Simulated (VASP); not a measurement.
Data:

```
CuZn
1.0
    2.90747     0.00000     0.00000
    0.00000     2.90747     0.00000
    0.00000     0.00000     2.90747
Zn Cu
1 1
Direct
  0.50000   0.50000   0.50000
  0.00000   0.00000   0.00000
```

Level of theory: SCAN meta-GGA, VASP's PBE PAW potentials (set 64) (plane waves; VASP). Settings: 520 eV cut-off, 14×14×14 Γ-centred mesh, tetrahedra with Blöchl corrections, potentials Zn Cu.

Task: Give the energies of bands 6 to 14 at the high-symmetry points, in eV from the Fermi level.

Result: 
```
band      Γ      X      M      R
----  -----  -----  -----  -----
6     -7.40  -6.66  -4.88  -4.60
7     -3.79  -5.39  -3.56  -4.60
8     -3.79  -3.93  -3.01  -4.60
9     -2.85  -3.45  -3.01  -2.60
10    -2.85  -3.45  -2.62  -2.60
11    -2.85  -2.93  -2.19   4.55
12     6.79  -2.08  -2.19   4.55
13     6.79  12.75   2.15   4.55
14     6.79  12.75   2.41   4.78
```

It has no gap at this level: it comes out as a metal or semimetal.

The compound is CuZn in the CsCl type structure. It was relaxed first. The electron count is odd and the run is not spin-polarised, which forces a metal.
